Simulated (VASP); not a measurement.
**MoSe (relaxed from the CsCl type structure, space group Pm-3m): computed properties**

Level of theory: PBE GGA, VASP's PBE PAW potentials (set 64) (plane waves; VASP).

- space group: Pm-3m (221)
- cell: a = b = c = 3.144 Å, α = β = γ = 90.00°
- volume per atom: 15.54 Å^3/atom
- band gap (over mesh and band path): none (metal, semimetal or under 0.01 eV)
- density: 9.35 g/cm³

MoSe is taken in the cubic space group Pm-3m (No. 221), the CsCl type structure, Pearson symbol cP2. Cell: a = 3.1439 Å, b = 3.1439 Å, c = 3.1439 Å, α = 90.00°, β = 90.00°, γ = 90.00°. Mo on 1a has 8 Se at 2.723 Å (cubic). Se on 1b has 8 Mo at 2.723 Å and 6 Se at 3.144 Å. (Neighbours: up to the widest gap in distance over summed covalent radii, below 1.35, at either atom; cation-cation and far metal-metal contacts left out.)

The structure was generated: MoSe was put into the CsCl type type (Pm-3m), which need not be its known phase. It was relaxed first, which changed the volume by -31 %. Symmetry was kept, so distortions that lower it aren't found.
